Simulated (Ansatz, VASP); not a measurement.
# Be10PdAu: VASP beside Ansatz, part 3 of 3

Wanted: the spread between two codes on one cell, functional and k mesh. The structure shown is the end of the Ansatz relaxation below.

VASP 6.6.1 and Ansatz 0.2.0.

So far. Step 3 (VASP: single point, PBEsol): The run ends at a pressure of -2.78 GPa, with forces up to 0.012 eV/Å.

The structure was built from a prototype and need not be the compound's stable phase.

### 5. VASP: single point, r2SCAN (continued)

Level of this step: r2SCAN; plane waves and PAW (Pd, Au, Be) (VASP).

Numbers of over 12 decimals in the logs are rounded to 6 here.

Parts of OUTCAR (step 5):

```text
  Total       -0.9852314     -1.4519063     -1.4519063     -0.0000000      0.0000000      0.0000000
  in kB       -7.1227267    -10.4965511    -10.4965511     -0.0000000      0.0000000      0.0000000
  external PRESSURE =      -9.3719430 kB  Pullay stress =       0.0000000 kB

 POSITION                                       TOTAL-FORCE (eV/Angst)
 -----------------------------------------------------------------------------------
      0.00000      0.00000      0.00000        -0.000000     -0.000000      0.000000
      0.00000      3.02578      3.02578        -0.000000     -0.000000      0.000000
      3.02578      3.02578      0.00000        -0.000000     -0.000000      0.000000
      3.02578      0.00000      3.02578        -0.000000     -0.000000      0.000000
      2.24557      2.27839      2.27839         0.012963      0.002221      0.002221
      5.31546      5.28515      2.25937        -0.007207      0.011989      0.011989
      5.31546      2.25937      5.28515        -0.007207      0.011989      0.011989
      2.24557      5.30417      5.30417         0.012963      0.002221      0.002221
      2.24557      3.77317      3.77317         0.012963     -0.002221     -0.002221
      5.31546      0.76641      3.79219        -0.007207     -0.011989     -0.011989
      5.31546      3.79219      0.76641        -0.007207     -0.011989     -0.011989
      2.24557      0.74739      0.74739         0.012963     -0.002221     -0.002221
      3.80599      3.77317      2.27839        -0.012963     -0.002221      0.002221
      0.73610      0.76641      2.25937         0.007207     -0.011989      0.011989
[...]
-----------------------------------------------------------------------------------
    total drift:                               -0.000000     -0.000001     -0.000000

  FREE ENERGIE OF THE ION-ELECTRON SYSTEM (eV)
  ---------------------------------------------------
  free  energy   TOTEN  =      -239.2721570032 eV

  energy  without entropy=     -239.2567518068  energy(sigma->0) =     -239.26445441

[... 2 parts as in an earlier step ...]

[... 1 further part left out ...]
[key lines of the parts left out:]
E-fermi :   8.3072
```

The run ends at a pressure of -0.94 GPa, with forces up to 0.024 eV/Å.

### 6. Ansatz: single point, r2SCAN

The same cell, functional, mesh and smearing now go to Ansatz, which takes its cutoff from its data sets.

The cell is taken from a series of runs on this material, whose earlier steps may have relaxed, scaled, displaced or heated it; both programs get it as it stands.

The input, input.yaml:

```yaml
crystal:
  lattice:
    - [6.0515624772, 0.0, 0.0]
    - [0.0, 6.0515624772, 0.0]
    - [0.0, 0.0, 6.0515624772]
  atoms:
    - { symbol: Pd, position: [0.0, 0.0, 0.0] }
    - { symbol: Au, position: [0.5, 0.5, 0.0] }
    - { symbol: Au, position: [0.5, 0.0, 0.5] }
    - { symbol: Pd, position: [0.0, 0.5, 0.5] }
    - { symbol: Be, position: [0.3710734444, 0.3764963302, 0.3764963302] }
    - { symbol: Be, position: [0.8783618653, 0.8733536228, 0.3733536228] }
    - { symbol: Be, position: [0.8783618653, 0.3733536228, 0.8733536228] }
    - { symbol: Be, position: [0.3710734444, 0.8764963302, 0.8764963302] }
    - { symbol: Be, position: [0.3710734444, 0.6235036698, 0.6235036698] }
    - { symbol: Be, position: [0.8783618653, 0.1266463772, 0.6266463772] }
    - { symbol: Be, position: [0.8783618653, 0.6266463772, 0.1266463772] }
    - { symbol: Be, position: [0.3710734444, 0.1235036698, 0.1235036698] }
    - { symbol: Be, position: [0.6289265556, 0.6235036698, 0.3764963302] }
    - { symbol: Be, position: [0.1216381347, 0.1266463772, 0.3733536228] }
    - { symbol: Be, position: [0.1216381347, 0.6266463772, 0.8733536228] }
    - { symbol: Be, position: [0.6289265556, 0.1235036698, 0.8764963302] }
    - { symbol: Be, position: [0.6289265556, 0.3764963302, 0.6235036698] }
    - { symbol: Be, position: [0.1216381347, 0.8733536228, 0.6266463772] }
    - { symbol: Be, position: [0.1216381347, 0.3733536228, 0.1266463772] }
    - { symbol: Be, position: [0.6289265556, 0.8764963302, 0.1235036698] }
    - { symbol: Be, position: [0.7617609833, 0.75, 0.75] }
    - { symbol: Be, position: [0.2382390167, 0.25, 0.75] }
    - { symbol: Be, position: [0.2382390167, 0.75, 0.25] }
    - { symbol: Be, position: [0.7617609833, 0.25, 0.25] }
kpoints:
  mp_grid: { grid: [6, 6, 6] }
scf:
  occupations: { method: fermi_dirac, width: 0.05 }
  n_extra_bands: 25
hamiltonian:
  xc: r2scan
  pseudopotentials: { kind: paw }
output:
  forces: true
  stress: true
  eigenstates:
    kpoints:
      - [0.0, 0.0, 0.0]
      - [0.0, 0.0, -0.1]
      - [0.0, 0.0, -0.2]
      - [0.0, 0.0, -0.3]
      - [0.0, 0.0, -0.4]
      - [0.0, 0.0, -0.5]
      - [0.0, 0.0, 0.4]
      - [0.0, 0.0, 0.3]
      - [0.0, 0.0, 0.2]
      - [0.0, 0.0, 0.1]
      - [0.0625, 0.0625, 0.0]
      - [0.125, 0.125, 0.0]
      - [0.1875, 0.1875, 0.0]
      - [0.25, 0.25, 0.0]
      - [-0.325, 0.0, 0.325]
      - [-0.4, 0.0, 0.4]
      - [-0.475, 0.0, 0.475]
      - [0.45, 0.0, -0.45]
      - [0.375, 0.0, -0.375]
      - [0.3, 0.0, -0.3]
      - [0.225, 0.0, -0.225]
      - [0.15, 0.0, -0.15]
      - [0.075, 0.0, -0.075]
      - [0.0625, 0.0625, -0.0625]
      - [0.125, 0.125, -0.125]
      - [0.1875, 0.1875, -0.1875]
      - [0.25, 0.25, -0.25]
      - [0.3125, 0.3125, -0.3125]
      - [0.375, 0.375, -0.375]
      - [0.4375, 0.4375, -0.4375]
      - [0.5, 0.5, -0.5]
      - [0.5, 0.41666667, 0.41666667]
      - [0.5, 0.33333333, 0.33333333]
      - [0.5, 0.25, 0.25]
      - [0.5, 0.16666667, 0.16666667]
      - [0.5, 0.08333333, 0.08333333]
      - [0.5, 0.0, 0.0]
      - [0.375, 0.0, 0.0]
      - [0.25, 0.0, 0.0]
      - [0.125, 0.0, 0.0]
    e_range: [-9.0, 4.0]
    unfold: { supercell_matrix: [[-1, 1, 1], [1, -1, 1], [1, 1, -1]] }
```

Started as:

```bash
> ansatz run input.yaml --threads 8 --pin off --max-ram 12288MiB --backend cpu --events-out ev --progress --plain --runs-dir out
```

The log of the run:

```text
[...]
Crystal: 24 atoms, lattice volume = 221.617 Å³
Basis set: ecut = 500 eV, 5575 PW (Γ), exchange–correlation on 180×180×180 points (64 copies of the dense FFT grid, shifted against one another)
Bands: 82, of which v1, the nominal top of the filled ones, is band 57 counted from 1 (56 counted from 0)
Symmetry: 16 space group operations
[...]
k-point 0: bands = [... 53 lower, 11.0010, 11.1394, 11.1394, 11.2727, 11.2727, 11.3841, 14.4961, 14.6833, ... 21 higher]
  k-point 1: bands = [... 53 lower, 10.8372, 10.9156, 11.1623, 11.2155, 11.2598, 11.3091, 13.8248, 14.8889, ... 21 higher]
  k-point 2: bands = [... 53 lower, 10.6406, 10.6719, 10.7274, 11.3973, 11.5254, 11.5279, 12.4120, 15.7493, ... 21 higher]
  k-point 39: bands = [... 53 lower, 10.0020, 10.0801, 10.0801, 13.4915, 13.4915, 13.4952, 13.4952, 13.6308, ... 21 higher]
[key lines of the parts left out:]
SCF converged after 7 iterations
Free energy (F): -42170.548902 eV
Fermi energy:    12.130773 eV
P = ⅓ Tr σ = -1.0219 GPa (-10.219 kbar)
```

The run ends at a pressure of -1.02 GPa, with forces up to 0.018 eV/Å.

### 7. Comparison

What differs besides the data sets and the points named for the pairs above, as far as they apply: VASP keeps PBE cores, Ansatz makes them for the functional; the cutoff is 500 eV in Ansatz and 400 eV in VASP (PREC = Accurate, projectors in real space). Total energies have different zeros and are not compared.

Both answers:

| quantity | Ansatz | VASP | difference |
| --- | --- | --- | --- |
| pressure (GPa) | -1.02 | -0.94 | -0.08 |

At this near-relaxed geometry the largest component of a force difference is 6 meV/Å.

### 8. What came out

```json
{
 "r.m.s. force difference (single point, PBEsol)": "3.3 meV/Å",
 "difference in pressure (single point, r2SCAN)": "-0.085 GPa"
}
```

**Reading.** The r.m.s. force difference is 3.3 meV/Å (single point, PBEsol), within the 12 meV/Å picked in this series as the mark of a large difference. Such differences can come from data sets, numerical settings and the points named under the comparisons, not from the functional's error against experiment.

[Lines on the potential files, build, host, timing and source positions are cut from VASP's logs without a mark.]

[Logs are printed without paths, hosts, clocks, repeated set-up lines and the standing remarks that a program may print on its own settings, such as how far it seeks lower states.]

[Hosts, paths, dates, database ids (printed as entryN), source tags and the programs' standing remarks are cut or masked in the printed files.]
